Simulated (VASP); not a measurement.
Consider the following.

```
CELL_PARAMETERS angstrom
      3.45853    -5.98236     0.00000
      3.45853     5.98236     0.00000
     -2.27692     0.00000     6.17628
ATOMIC_POSITIONS crystal
  Y  0.16775 0.83232 0.01550
  Y  0.82822 0.16184 0.00139
  Cl 0.95178 0.58792 0.23513
  Cl 0.06194 0.41646 0.77187
  Cl 0.41558 0.06017 0.76211
  Cl 0.57828 0.94611 0.24775
  Cl 0.79312 0.78219 0.73670
  Cl 0.20332 0.21298 0.22956
```

The numbers are results of LDA (Ceperley-Alder, Perdew-Zunger), VASP's LDA PAW potentials (set 64) (plane waves; VASP), not measurements. Numerical set-up: 300 eV cut-off, 3×3×3 Γ-centred mesh, Fermi-Dirac smearing of 0.020 eV, potentials Y_sv Cl.

At this cut-off the stress carries a Pulay error, which pulls relaxed volumes low. Energy and stress use the plane-wave basis of the starting cell.

**Question.** The ions, cell shape and volume are relaxed. What does this cell relax into?

**Answer.** 
```
CELL_PARAMETERS angstrom
      3.37915    -5.81119     0.00087
      3.36267     5.80183    -0.01643
     -2.23408    -0.00712     5.73182
ATOMIC_POSITIONS crystal
  Y  0.16685 0.83424 0.00077
  Y  0.83282 0.16556 0.99894
  Cl 0.93931 0.58393 0.25024
  Cl 0.06143 0.41610 0.75004
  Cl 0.41622 0.05972 0.74946
  Cl 0.58356 0.94070 0.25061
  Cl 0.78037 0.77832 0.73917
  Cl 0.21944 0.22142 0.26078
```
Space group P-1 (2), at a tolerance of 0.03 Å.

**Question.** How do energy and volume change from the first to the last step?

**Answer.** The energy (σ→0) changes by -46.1 meV/atom and the volume by -12.3 %, in 26 ionic steps.

```tsv
step	E(σ→0) (eV)	max force (eV/Å)	pressure (GPa)	volume (Å³)
1	-45.3194	1.223	-2.71	255.58
2	-45.5607	0.753	1.21	236.06
3	-45.5709	0.627	0.46	239.11
4	-45.6134	0.304	-0.09	239.72
5	-45.6155	0.297	-0.22	239.89
6	-45.6302	0.217	-0.23	238.56
7	-45.6426	0.253	-0.20	235.72
8	-45.6530	0.219	-0.09	233.86
9	-45.6592	0.186	0.10	230.92
10	-45.6686	0.139	-0.05	229.94
11	-45.6772	0.173	-0.40	227.37
12	-45.6829	0.174	0.02	224.21
13	-45.6829	0.175	0.09	223.80
14	-45.6856	0.073	0.02	223.89
15	-45.6863	0.066	-0.02	223.97
16	-45.6868	0.039	0.03	223.86
17	-45.6869	0.032	0.06	223.80
18	-45.6872	0.024	-0.02	224.14
19	-45.6872	0.026	-0.05	224.27
20	-45.6874	0.024	0.00	224.21
21	-45.6875	0.030	0.03	224.16
22	-45.6877	0.021	0.00	224.25
23	-45.6878	0.021	-0.02	224.35
24	-45.6880	0.017	-0.01	224.29
25	-45.6880	0.025	0.00	224.20
```

The structure comes from a computed database's YCl3 entry; how it stands against other phases isn't given here. In the starting cell atoms are displaced from their ideal sites. This run relaxes it. The run is one of a series of settings (EDIFFG = -0.01, IBRION = 2, ISIF = 3, NSW = 50 against the base run), some of them coarse on purpose.
